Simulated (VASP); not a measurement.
Calculation: PBE GGA, VASP's PBE PAW potentials (set 64) (plane waves; VASP 6.6.1).

VASP ran on this input.

**INCAR**
```
SYSTEM = LiTc
PREC = Accurate; ENCUT = 400; LREAL = .FALSE.
LASPH = .TRUE.
EDIFF = 1E-6; NELM = 100; ALGO = Normal
LMAXMIX = 4
ISMEAR = -1; SIGMA = 0.05
GGA = PE
ISIF = 2
LWAVE = .FALSE.; LCHARG = .FALSE.
```

KPOINTS:
```
Automatic mesh
0
Gamma
8 8 6
0 0 0
```

### POSCAR
```
LiTc
2.7344490
  1.0000000000   0.0000000000   0.0000000000
  0.0000000000   1.0000000000   0.0000000000
  0.0000000000   0.0000000000   1.3107145169
Li Tc
1 1
Cartesian
  0.5147910000   0.4964310000   0.6658206924
 -0.0147910000   0.0035690000  -0.0104634340
```

POTCAR, in this order: Li_sv Tc_pv (PBE.64 set). Program: vasp_std.

What VASP printed:

### OUTCAR
```
 ion  position               nearest neighbor table
   1  0.515  0.496  0.508-   2 2.55   2 2.57   2 2.63   2 2.63   2 2.65   2 2.65   2 2.71   2 2.73
  LATTYP: Found a simple tetragonal cell.
 ALAT       =     2.7344490000
 C/A-ratio  =     1.3107145169
 Subroutine PRICEL returns:
 Original cell was already a primitive cell.
 Subroutine GETGRP returns: Found  1 space group operations
The static configuration has the point symmetry C_1 .
The dynamic configuration has the point symmetry C_1 .
 Subroutine INISYM returns: Found  1 space group operations
 Subroutine IBZKPT returns following result:
 Found    196 irreducible k-points:

 Following reciprocal coordinates:
            Coordinates               Weight
  0.000000  0.000000  0.000000      1.000000
  0.125000  0.000000  0.000000      2.000000
  0.000000  0.125000  0.000000      2.000000
  0.250000  0.000000  0.000000      2.000000
  0.000000  0.250000  0.000000      2.000000
  0.375000  0.000000  0.000000      2.000000
  0.000000  0.375000  0.000000      2.000000
  0.500000  0.000000  0.000000      1.000000
  0.000000  0.500000  0.000000      1.000000
  0.125000  0.125000  0.000000      2.000000
 -0.125000  0.125000  0.000000      2.000000
  0.250000  0.125000  0.000000      2.000000
 -0.125000  0.250000  0.000000      2.000000
 -0.250000  0.125000  0.000000      2.000000
  0.125000  0.250000  0.000000      2.000000
  0.375000  0.125000  0.000000      2.000000
 -0.125000  0.375000  0.000000      2.000000
 -0.375000  0.125000  0.000000      2.000000
  0.125000  0.375000  0.000000      2.000000
  0.500000  0.125000  0.000000      2.000000
 -0.125000  0.500000  0.000000      2.000000
  0.250000  0.250000  0.000000      2.000000
 -0.250000  0.250000  0.000000      2.000000
  0.375000  0.250000  0.000000      2.000000
 -0.250000  0.375000  0.000000      2.000000
 -0.375000  0.250000  0.000000      2.000000
  0.250000  0.375000  0.000000      2.000000
  0.500000  0.250000  0.000000      2.000000
 -0.250000  0.500000  0.000000      2.000000
  0.375000  0.375000  0.000000      2.000000
 -0.375000  0.375000  0.000000      2.000000
  0.500000  0.375000  0.000000      2.000000
 -0.375000  0.500000  0.000000      2.000000
  0.500000  0.500000  0.000000      1.000000
  0.000000  0.000000  0.166667      2.000000
  0.125000  0.000000  0.166667      2.000000
  0.000000  0.125000  0.166667      2.000000
 -0.125000  0.000000  0.166667      2.000000
  0.000000 -0.125000  0.166667      2.000000
  0.250000  0.000000  0.166667      2.000000
   k-points           NKPTS =    196   k-points in BZ     NKDIM =    196   number of bands    NBANDS=     12
   number of dos      NEDOS =    301   number of ions     NIONS =      2
   total plane-waves  NPLWV =   7776
   dimension x,y,z NGX =    18 NGY =   18 NGZ =   24
   dimension x,y,z NGXF=    36 NGYF=   36 NGZF=   48
   ions per type =               1   1
   PREC   = accura    normal or accurate (medium, high low for compatibility)
   ISTART =      0    job   : 0-new  1-cont  2-samecut
   ICHARG =      2    charge: 1-file 2-atom 10-const
   ISPIN  =      1    spin polarized calculation?
   LNONCOLLINEAR =      F non collinear calculations
   LSORBIT =      F    spin-orbit coupling
   INIWAV =      1    electr: 0-lowe 1-rand  2-diag
   ENCUT  =  400.0 eV  29.40 Ry    5.42 a.u.   4.46  4.46  5.84*2*pi/ulx,y,z
   NELM   =    100;   NELMIN=  2; NELMDL= -5     # of ELM steps
   EDIFF  = 0.1E-05   stopping-criterion for ELM
   LREAL  =      F    real-space projection
   NLSPLINE    = F    spline interpolate recip. space projectors
   LMAXMIX     =    4 max onsite mixed and CHGCAR
...
```

File OSZICAR:
```
       N       E                     dE             d eps       ncg     rms          rms(c)
DAV:   1     0.115012416055E+03    0.11501E+03   -0.81575E+03  5144   0.114E+03
DAV:   2    -0.676125163991E+01   -0.12177E+03   -0.11725E+03  5236   0.309E+02
DAV:   3    -0.122042238559E+02   -0.54430E+01   -0.53778E+01  8692   0.572E+01
DAV:   4    -0.122587754165E+02   -0.54552E-01   -0.54500E-01  5400   0.572E+00
DAV:   5    -0.122594871935E+02   -0.71178E-03   -0.71170E-03  6756   0.482E-01    0.133E+01
DAV:   6    -0.111021827986E+02    0.11573E+01   -0.42165E+00  4876   0.209E+01    0.141E+00
DAV:   7    -0.110838528617E+02    0.18330E-01   -0.10157E-01  4892   0.327E+00    0.120E+00
DAV:   8    -0.110777290900E+02    0.61238E-02   -0.11356E-02  6284   0.870E-01    0.929E-02
DAV:   9    -0.110776627744E+02    0.66316E-04   -0.90518E-04  5888   0.217E-01    0.540E-02
DAV:  10    -0.110776714598E+02   -0.86853E-05   -0.50355E-05  6032   0.658E-02    0.200E-02
DAV:  11    -0.110776690932E+02    0.23665E-05   -0.53148E-06  6544   0.212E-02    0.415E-03
DAV:  12    -0.110776682578E+02    0.83546E-06   -0.32907E-07  2864   0.689E-03
   1 F= -.11077668E+02 E0= -.11071175E+02  d E =-.129872E-01
```

**OUTCAR**
```
------------------------ aborting loop because EDIFF is reached ----------------------------------------
  FORCE on cell =-STRESS in cart. coord.  units (eV):
  Direction    XX          YY          ZZ          XY          YZ          ZX
  --------------------------------------------------------------------------------------
  Total       -2.8404348     -2.7834349      0.5036100     -0.0075093     -0.0112215      0.0467854
  in kB     -169.8156874   -166.4079464     30.1083790     -0.4489416     -0.6708800      2.7970684
  external PRESSURE =    -102.0384183 kB  Pullay stress =       0.0000000 kB
  volume of cell :       26.80
      direct lattice vectors                 reciprocal lattice vectors
     2.734449000  0.000000000  0.000000000     0.365704389  0.000000000  0.000000000
     0.000000000  2.734449000  0.000000000     0.000000000  0.365704389  0.000000000
     0.000000000  0.000000000  3.584082000     0.000000000  0.000000000  0.279011474
 POSITION                                       TOTAL-FORCE (eV/Angst)
 -----------------------------------------------------------------------------------
      1.40767      1.35747      1.82065        -0.317292      0.077631     -0.419236
      2.69400      0.00976      3.55547         0.317292     -0.077631      0.419236
 -----------------------------------------------------------------------------------
    total drift:                                0.000028     -0.000408      0.000638
  FREE ENERGIE OF THE ION-ELECTRON SYSTEM (eV)
  ---------------------------------------------------
  free  energy   TOTEN  =       -11.0776682578 eV

  energy  without entropy=      -11.0646810600  energy(sigma->0) =      -11.07117466
```
(Selected blocks of OUTCAR.)

At this cut-off the stress carries a Pulay error, which pulls relaxed volumes low.

The structure was generated: LiTc was put into an ordered model structure, which need not be its known phase. The cell was not relaxed at this level, atoms are displaced from their ideal sites.
